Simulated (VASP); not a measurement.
Write the native input for VASP 6.6.1 that does the following.

- Task: single point
- Functional: PBEsol
- Potentials or basis: VASP PAW PBE potentials, release 64 (Fe, Al, B)
- Cutoff: 520 eV
- k mesh: 7 × 7 × 7
- Occupations: fermi-dirac, width 0.05 eV
- Spin: collinear spin, ferromagnetic start
- Starting moments: [3.0, 3.0, 3.0, 0.0, 0.0] μB
- Ladder: free
- Further INCAR settings: ALGO = Normal; EDIFF = 1e-07; NBANDS = 27

The structure of AlFe3B lies in POSCAR:

```
AlFe3B
1.0
    3.8223220000      0.0000000000      0.0000000000
    0.0000000000      3.8223220000      0.0000000000
    0.0000000000      0.0000000000      3.8223220000
Fe Al B
3 1 1
Direct
    0.0000000000      0.0000000000      0.5000000000
    0.0000000000      0.5000000000      0.0000000000
    0.5000000000      0.0000000000      0.0000000000
    0.5000000000      0.5000000000      0.5000000000
    0.0000000000      0.0000000000      0.0000000000
```

The cell comes from a database or a generator and needn't be the stable form of this composition.

The input as run:

INCAR

```
ALGO = Normal
EDIFF = 1E-7
ENCUT = 520
GGA = PS
ISIF = 2
ISMEAR = -1
ISPIN = 2
KPAR = 2
LASPH = T
LCHARG = F
LMAXMIX = 4
LORBIT = 11
LREAL = F
LWAVE = F
MAGMOM = 3 3 3 0 0
NBANDS = 27
NELM = 120
PREC = Accurate
SIGMA = 0.05
```

KPOINTS

```
k-points
0
Gamma
  7 7 7
```

Potentials or basis: VASP PAW PBE potentials, release 64 (Fe, Al, B).

Run with:

```console
$ cat potpaw_PBE.64/Fe/POTCAR potpaw_PBE.64/Al/POTCAR potpaw_PBE.64/B/POTCAR > POTCAR
$ mpirun -np 2 vasp_std > vasp.out
```

Results of the run:

- Pressure: -7.1 GPa
- Band gap on the k mesh: none (metal or under the smearing width)
- Net moment: 4.11 μB per cell
- Site moments: Fe +1.47; Al -0.06; B -0.13 μB
- Valence electrons inside the program's atomic spheres: Fe 7.46; Al 0.73; B 2.11

Caveat: the PAW data sets were made with another functional, which shifts forces and pressure a little.

Run time: 29 s on 2 MPI ranks on Intel(R) Xeon(R) 6975P-C (Granite Rapids), on a shared host, peak memory 0.19 GiB a rank.
